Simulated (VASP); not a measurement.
# What goes wrong when Fe is relaxed with a bad input

Aim: see how common mistakes in a VASP relaxation show up, on Fe. The starting structure is a measured crystal structure from the Crystallography Open Database.

Calculated with VASP 6.6.1; Kohn-Sham DFT with plane waves and PAW; PBEsol.

The database entry behind the starting cell differs from later determinations by our own check (about 0.2 % short), so it need not match the best structure at ambient conditions.

## 1. The structure

The structure is cubic, space group Im-3m (No. 229). The conventional cell has a = 2.860 Å, b = 2.860 Å, c = 2.860 Å, α = 90.00°, β = 90.00°, γ = 90.00°. Nearest to Fe lie 8 Fe at 2.48 Å.

## 2. Reference relaxation

This run starts from the cell of an earlier relaxation, which isn't shown; the restart sets up the plane waves anew.

Contents of INCAR:

```
SYSTEM = Fe
PREC = Accurate
ENCUT = 450
EDIFF = 1E-06
NELM = 100
ISMEAR = 1
SIGMA = 0.1
LREAL = .FALSE.
ALGO = Normal
GGA = PS
NBANDS = 10
ISPIN = 2
MAGMOM = 3
LMAXMIX = 4
LORBIT = 11
LWAVE = .FALSE.
LCHARG = .FALSE.
KPAR = 2
IBRION = 2
NSW = 50
ISIF = 3
EDIFFG = -0.01
```

Contents of POSCAR:

```
Fe
1.0
   -1.3948388242      1.3948388242      1.3948388242
    1.3948388242     -1.3948388242      1.3948388242
    1.3948388242      1.3948388242     -1.3948388242
Fe
1
Direct
    0.0000000000      0.0000000000      0.0000000000
```

Contents of KPOINTS:

```
Automatic mesh
0
Gamma
14 14 14
0 0 0
```

PAW data sets: Fe (PBE family, release 64).

Run with:

```
$ mpirun -np 2 vasp_std
```

Output:

```text
[banner, memory and clock lines left out]
running    2 mpi-ranks, on    1 nodes
 distrk:  each k-point on    1 cores,    2 groups
 distr:  one band on    1 cores,    1 groups

 POSCAR found type information on POSCAR Fe
 POSCAR found :  1 types and       1 ions
|                                                                             |
|               ----> ADVICE to this user running VASP <----                  |
|                                                                             |
|     You enforced a specific xc type in the INCAR file but a different       |
|     [... a line on the potential file left out ...]
|     I HOPE YOU KNOW WHAT YOU ARE DOING!                                     |
|                                                                             |

 LDA part: xc-table for (Slater+PW92), standard interpolation
 POSCAR, INCAR and KPOINTS ok, starting setup
 FFT: planning ... GRIDC
 FFT: planning ... GRID_SOFT
 FFT: planning ... GRID
 WAVECAR not read
 entering main loop
       N       E                     dE             d eps       ncg     rms          rms(c)
DAV:   1     0.149756394129E+02    0.14976E+02   -0.37568E+03  4458   0.894E+02
DAV:   2    -0.948944621138E+01   -0.24465E+02   -0.22523E+02  4204   0.124E+02
DAV:   3    -0.996015300249E+01   -0.47071E+00   -0.46856E+00  4600   0.220E+01
DAV:   4    -0.996199545685E+01   -0.18425E-02   -0.18423E-02  4506   0.126E+00
DAV:   5    -0.996200813789E+01   -0.12681E-04   -0.12681E-04  4540   0.103E-01    0.128E+01
DAV:   6    -0.898257244092E+01    0.97944E+00   -0.11528E+01  4500   0.517E+01    0.520E+00
DAV:   7    -0.893496507872E+01    0.47607E-01   -0.53699E-01  4562   0.110E+01    0.329E+00
DAV:   8    -0.892517516721E+01    0.97899E-02   -0.46241E-03  5014   0.575E-01    0.138E+00
DAV:   9    -0.891676269495E+01    0.84125E-02   -0.50317E-03  5896   0.504E-01    0.249E-01
DAV:  10    -0.891653787671E+01    0.22482E-03   -0.42815E-04  4452   0.244E-01    0.578E-02
DAV:  11    -0.891654924660E+01   -0.11370E-04   -0.28618E-05  4464   0.618E-02    0.257E-02
DAV:  12    -0.891655364126E+01   -0.43947E-05   -0.16995E-06  4124   0.194E-02    0.183E-02
DAV:  13    -0.891655208725E+01    0.15540E-05   -0.14205E-06  3192   0.145E-02    0.715E-03
DAV:  14    -0.891655171934E+01    0.36791E-06   -0.11738E-07  2112   0.502E-03
   1 F= -.89165517E+01 E0= -.89167993E+01  d E =-.891655E+01  mag=     2.1677
 curvature:   0.00 expect dE= 0.000E+00 dE for cont linesearch  0.000E+00
 trial: gam= 0.00000 g(F)=  0.102E-62 g(S)=  0.111E-05 ort = 0.000E+00 (trialstep = 0.100E+01)
 search vector abs. value=  0.111E-05
 reached required accuracy - stopping structural energy minimisation
```

The job ended after 15 s (2 MPI ranks of AMD EPYC 7R43, shared host; peak memory 0.19 GiB).

The logs omit lines about the potential files and the build; timing stands in the text.

OUTCAR, selected parts (step 2):

```text
ion  position               nearest neighbor table
   1  0.000  0.000  0.000-

  LATTYP: Found a body centered cubic cell.
 ALAT       =     2.7896776484

 Subroutine GETGRP returns: Found 48 space group operations
 (whereof 48 operations were pure point group operations)

The static configuration has the point symmetry O_h .

 Found    104 irreducible k-points:

   k-points           NKPTS =    104   k-points in BZ     NKDIM =    104   number of bands    NBANDS=     10

   dimension x,y,z NGX =    18 NGY =   18 NGZ =   18
   dimension x,y,z NGXF=    36 NGYF=   36 NGZF=   36

   ENCUT  =  450.0 eV  33.07 Ry    5.75 a.u.   4.18  4.18  4.18*2*pi/ulx,y,z

   NELECT =       8.0000    total number of electrons

 k-points in reciprocal lattice and weights: Automatic mesh
   0.00000000  0.00000000  0.00000000       0.000
   0.07142857  0.00000000  0.00000000       0.004
   0.14285714  0.00000000  0.00000000       0.004
   0.21428571  0.00000000  0.00000000       0.004
   0.28571429  0.00000000  0.00000000       0.004
   0.35714286  0.00000000  0.00000000       0.004
   0.42857143  0.00000000  0.00000000       0.004
   0.50000000  0.00000000  0.00000000       0.002
   0.07142857  0.07142857  0.00000000       0.009
[...]
0.50000000  0.50000000  0.42857143       0.004
   0.50000000  0.50000000  0.50000000       0.000

 average (electrostatic) potential at core
       1 -42.7494

 E-fermi :   6.1408

 spin component 1
 k-point     1 :       0.0000    0.0000    0.0000
  band No.  band energies     occupation
    ...
      2       3.7333      1.00000
      3       3.7333      1.00000
      4       3.7333      1.00000
      5       5.1280      1.00000
      6       5.1280      1.00000
      7      31.5061      0.00000
      8      31.5061      0.00000
      9      31.5061      0.00000
     10      36.9218      0.00000

 k-point     2 :       0.0714    0.0000    0.0000
  band No.  band energies     occupation
    ...
      2       3.6708      1.00000
      3       3.7275      1.00000
      4       3.8552      1.00000
      5       5.0659      1.00000
      6       5.1332      1.00000
      7      30.1984      0.00000
      8      31.2029      0.00000
      9      31.3845      0.00000
     10      36.2229      0.00000

 k-point     3 :       0.1429    0.0000    0.0000
  band No.  band energies     occupation
    ...
      2       3.4985      1.00000
      3       3.6836      1.00000
      4       4.2062      1.00000
      5       4.9464      1.00000
      6       5.1504      1.00000
      7      27.3910      0.00000
      8      30.1239      0.00000
      9      31.1039      0.00000
     10      34.5403      0.00000

 k-point     4 :       0.2143    0.0000    0.0000
  band No.  band energies     occupation
    ...
      2       3.2562      1.00000
      3       3.5927      1.00000
      4       4.7400      1.00000
      5       4.9052      1.00000
      6       5.1827      1.00000
      7      24.0877      0.00000
      8      28.5619      0.00000
      9      30.7998      0.00000
     10      32.1845      0.00000

 k-point     5 :       0.2857    0.0000    0.0000
  band No.  band energies     occupation
    ...
      2       2.9960      1.00000
      3       3.6821      1.00000
      4       4.9834      1.00000
      5       5.2293      1.00000
      6       5.3763      1.00000
      7      20.7258      0.00000
      8      27.0439      0.00000
      9      30.1146      0.00000
     10      30.5467      0.00000

 k-point     6 :       0.3571    0.0000    0.0000
  band No.  band energies     occupation
    ...
      2       2.7687      1.00000
      3       4.3999      1.00000
      4       5.1392      1.00000
      5       5.2813      1.00000
      6       5.9978      1.03062
      7      17.5818      0.00000
      8      25.8365      0.00000
      9      28.4607      0.00000
     10      30.3669      0.00000

  Total       -0.0027681     -0.0027681     -0.0027681     -0.0000000     -0.0000000      0.0000000
  in kB       -0.4085577     -0.4085577     -0.4085577     -0.0000000     -0.0000000      0.0000000
  external PRESSURE =      -0.4085577 kB  Pullay stress =       0.0000000 kB

  energy-cutoff  :      450.00
  volume of cell :       10.86
      direct lattice vectors                 reciprocal lattice vectors
    -1.394838824  1.394838824  1.394838824     0.000000000  0.358464355  0.358464355
     1.394838824 -1.394838824  1.394838824     0.358464355  0.000000000  0.358464355
     1.394838824  1.394838824 -1.394838824     0.358464355  0.358464355  0.000000000

 POSITION                                       TOTAL-FORCE (eV/Angst)
 -----------------------------------------------------------------------------------
      0.00000      0.00000      0.00000        -0.000000     -0.000000      0.000000
 -----------------------------------------------------------------------------------
    total drift:                                0.000000     -0.000000      0.000000

  FREE ENERGIE OF THE ION-ELECTRON SYSTEM (eV)
  ---------------------------------------------------
  free  energy   TOTEN  =        -8.9165517193 eV

  energy  without entropy=       -8.9172945332  energy(sigma->0) =       -8.91679932

 reached required accuracy - stopping structural energy minimisation

 total charge
# of ion       s       p       d       tot
------------------------------------------
    1        0.511   0.584   6.278   7.373

 magnetization (x)
# of ion       s       p       d       tot
------------------------------------------
    1       -0.012  -0.042   2.200   2.146

[... 6 further parts left out ...]
```

CONTCAR:

```
Fe
   1.00000000000000
    -1.3948388242000000    1.3948388242000000    1.3948388242000000
     1.3948388242000000   -1.3948388242000000    1.3948388242000000
     1.3948388242000000    1.3948388242000000   -1.3948388242000000
  Fe
     1
Direct
     0.0000000000000000    0.0000000000000000    0.0000000000000000
```

The cell holds one magnetic atom, so no antiferromagnetic order fits into it. The PAW data sets were made with PBE, which is usual practice but a small mismatch for other functionals. The run keeps the 48 symmetry operations of its start, so it cannot find a distortion of lower symmetry.

The reference relaxation ends at 10.855 Å³ an atom. Pressures at 0.985 and 1.015 times this volume, from two more relaxations that aren't shown, give a bulk modulus of 235.6 GPa.

## 3. Relaxation with a cutoff far too low

A slip made on purpose: a cutoff far too low. Against step 2 the input has PREC = Normal and ENCUT = 150 (also changed: NELM).

Changes to INCAR since step 2:

```diff
@@ -1,6 +1,6 @@
 SYSTEM = Fe
-PREC = Accurate
-ENCUT = 450
+PREC = Normal
+ENCUT = 150
 EDIFF = 1E-06
-NELM = 100
+NELM = 60
 ISMEAR = 1
```

Contents of POSCAR:

```
Fe
1.0
   -1.4302400000      1.4302400000      1.4302400000
    1.4302400000     -1.4302400000      1.4302400000
    1.4302400000      1.4302400000     -1.4302400000
Fe
1
Direct
    0.0000000000      0.0000000000      0.0000000000
```

KPOINTS is that of step 2.

Run with:

```
$ mpirun -np 2 vasp_std
```

Output:

```text
[banner, memory and clock lines left out]
running    2 mpi-ranks, on    1 nodes
[...]
[... a notice as in an earlier step ...]

 LDA part: xc-table for (Slater+PW92), standard interpolation
 POSCAR, INCAR and KPOINTS ok, starting setup
[...]
entering main loop
       N       E                     dE             d eps       ncg     rms          rms(c)
DAV:   1    -0.102339630844E+01   -0.10234E+01   -0.20759E+03  4836   0.274E+02
DAV:   2    -0.876784335754E+01   -0.77444E+01   -0.72638E+01  4418   0.542E+01
DAV:   3    -0.880847913978E+01   -0.40636E-01   -0.40623E-01  4514   0.367E+00
DAV:   4    -0.880848694121E+01   -0.78014E-05   -0.78018E-05  4400   0.560E-02
[...]
DAV:  13    -0.398313261768E+01   -0.44976E-05   -0.32341E-06  2194   0.126E-02    0.133E-02
DAV:  14    -0.398313548399E+01   -0.28663E-05   -0.11358E-07  2114   0.213E-03    0.132E-02
DAV:  15    -0.398313448855E+01    0.99544E-06   -0.24371E-08  2102   0.102E-03
   1 F= -.39831345E+01 E0= -.39832825E+01  d E =-.398313E+01  mag=     1.3047
[...]
|     EEEEE    RRRRRR   RRRRRR   O     O  RRRRRR       #       #       #      |
|     E        R   R    R   R    O     O  R   R                               |
|     E        R    R   R    R   O     O  R    R      ###     ###     ###     |
|     EEEEEEE  R     R  R     R  OOOOOOO  R     R     ###     ###     ###     |
|                                                                             |
|     Orbital orthonormalization failed in the inversion of matrix            |
|     LAPACK: Routine ZPOTRF failed! kpoint: 1 spin: 1                        |
|                                                                             |
|     Possible solutions for this issue are:                                  |
|     - Please check whether the atoms are too close to each other.           |
|     - Decreasing POTIM might help during relaxations or MDs.                |
|     - Deleting CHGCAR or WAVECAR if incompatible with the structure.        |
|     - Try calculating without symmetrizing (ISYM = 0 or ISYM = -1).         |
|     - As last resort: using a different PAW for some of the atoms.          |
|                                                                             |
|       ---->  I REFUSE TO CONTINUE WITH THIS SICK JOB ... BYE!!! <----       |
|                                                                             |

1
1
```

It took 6 s on 2 MPI ranks.

VASP stopped with this message: “Orbital orthonormalization failed in the inversion of matrix LAPACK: Routine ZPOTRF failed! kpoint: 1 spin: 1”.

## 4. Relaxation with a k mesh far too coarse

A slip made on purpose: a k mesh far too coarse. Against step 2 the input has a 2×2×2 mesh (also changed: NELM, NCORE and KPAR).

Changes to INCAR since step 3:

```diff
@@ -1,4 +1,4 @@
 SYSTEM = Fe
-PREC = Normal
-ENCUT = 150
+PREC = Accurate
+ENCUT = 450
 EDIFF = 1E-06
@@ -17,3 +17,3 @@
 LCHARG = .FALSE.
-KPAR = 2
+NCORE = 2
 IBRION = 2
```

POSCAR is that of step 3.

Contents of KPOINTS:

```
Automatic mesh
0
Gamma
2 2 2
0 0 0
```

Run with:

```
$ mpirun -np 2 vasp_std
```

Output:

```text
[banner, memory and clock lines left out]
running    2 mpi-ranks, on    1 nodes
[...]
[... a notice as in an earlier step ...]

 LDA part: xc-table for (Slater+PW92), standard interpolation
 POSCAR, INCAR and KPOINTS ok, starting setup
[...]
entering main loop
       N       E                     dE             d eps       ncg     rms          rms(c)
DAV:   1     0.900723834193E+01    0.90072E+01   -0.39927E+03   136   0.878E+02
DAV:   2    -0.880453770858E+01   -0.17812E+02   -0.14750E+02   120   0.105E+02
DAV:   3    -0.909879089483E+01   -0.29425E+00   -0.29386E+00   148   0.173E+01
DAV:   4    -0.909930976209E+01   -0.51887E-03   -0.51883E-03   144   0.587E-01
[...]
DAV:  19    -0.755609997017E+01   -0.29920E-04   -0.12268E-04   122   0.189E-01    0.166E-02
DAV:  20    -0.755609791915E+01    0.20510E-05   -0.62820E-06   110   0.387E-02    0.166E-02
DAV:  21    -0.755609833728E+01   -0.41812E-06   -0.33964E-06   100   0.305E-02
   1 F= -.75560983E+01 E0= -.75552895E+01  d E =-.755610E+01  mag=     3.7736
[... from here on, the cycles between the ionic steps are left out ...]
   2 F= -.75320153E+01 E0= -.75304596E+01  d E =0.240831E-01  mag=     3.7483
   3 F= -.76173260E+01 E0= -.76157703E+01  d E =-.612277E-01  mag=     3.7500
   4 F= -.76173697E+01 E0= -.76158140E+01  d E =-.612713E-01  mag=     3.7500
[...]
reached required accuracy - stopping structural energy minimisation
```

Elapsed: 4.6 s, on 2 MPI ranks; peak memory 0.15 GiB; 8.1 s of CPU time.

From OUTCAR (step 4):

```text
  Total       -0.0055223     -0.0055223     -0.0055223     -0.0000000     -0.0000000     -0.0000000
  in kB       -0.6912037     -0.6912037     -0.6912037     -0.0000000     -0.0000000     -0.0000000
  external PRESSURE =      -0.6912037 kB  Pullay stress =       0.0000000 kB

 POSITION                                       TOTAL-FORCE (eV/Angst)
 -----------------------------------------------------------------------------------
      0.00000      0.00000      0.00000         0.000000     -0.000000      0.000000
 -----------------------------------------------------------------------------------
    total drift:                                0.000000     -0.000000      0.000000

  FREE ENERGIE OF THE ION-ELECTRON SYSTEM (eV)
  ---------------------------------------------------
  free  energy   TOTEN  =        -7.6173696640 eV

  energy  without entropy=       -7.6127026767  energy(sigma->0) =       -7.61581400

 magnetization (x)
# of ion       s       p       d       tot
------------------------------------------
    1       -0.017   0.452   2.974   3.409

[... 1 part as in an earlier step ...]

[... 3 further parts left out ...]
[key lines of the parts left out:]
E-fermi :   5.3123
```

With a k mesh far too coarse the cell ends at 12.801 Å³ an atom, +17.92 % from the reference; the bulk modulus is 180.3 GPa against 235.6 GPa.

## 5. Relaxation with a functional's name that the tag doesn't take

A slip made on purpose: a functional's name that the tag doesn't take. Against step 2 the input has GGA = PBESOL (also changed: NELM).

Changes to INCAR since step 4:

```diff
@@ -9,3 +9,3 @@
 ALGO = Normal
-GGA = PS
+GGA = PBESOL
 NBANDS = 10
@@ -17,3 +17,3 @@
 LCHARG = .FALSE.
-NCORE = 2
+KPAR = 2
 IBRION = 2
```

POSCAR is that of step 4.

Contents of KPOINTS:

```
Automatic mesh
0
Gamma
14 14 14
0 0 0
```

Run with:

```
$ mpirun -np 2 vasp_std
```

Output:

```text
[banner, memory and clock lines left out]
running    2 mpi-ranks, on    1 nodes
[...]
|                                                                             |
|     EEEEEEE  RRRRRR   RRRRRR   OOOOOOO  RRRRRR      ###     ###     ###     |
|     E        R     R  R     R  O     O  R     R     ###     ###     ###     |
|     E        R     R  R     R  O     O  R     R     ###     ###     ###     |
|     EEEEE    RRRRRR   RRRRRR   O     O  RRRRRR       #       #       #      |
|     E        R   R    R   R    O     O  R   R                               |
|     E        R    R   R    R   O     O  R    R      ###     ###     ###     |
|     EEEEEEE  R     R  R     R  OOOOOOO  R     R     ###     ###     ###     |
|                                                                             |
|     Error: One of the selected functionals does not exist.                  |
|                                                                             |
|       ---->  I REFUSE TO CONTINUE WITH THIS SICK JOB ... BYE!!! <----       |
|                                                                             |

1
1
```

It took 2.8 s on 2 MPI ranks.

VASP stopped with this message: “Error: One of the selected functionals does not exist”.

(Part 1 of 2 ends here.)

[Lines on the potential files, build, host, timing and source positions are cut from VASP's logs without a mark.]

[Logs are printed without paths, hosts, clocks, repeated set-up lines and the standing remarks that a program may print on its own settings, such as how far it seeks lower states.]

[Hosts, paths, dates, database ids (printed as entryN), source tags and the programs' standing remarks are cut or masked in the printed files.]
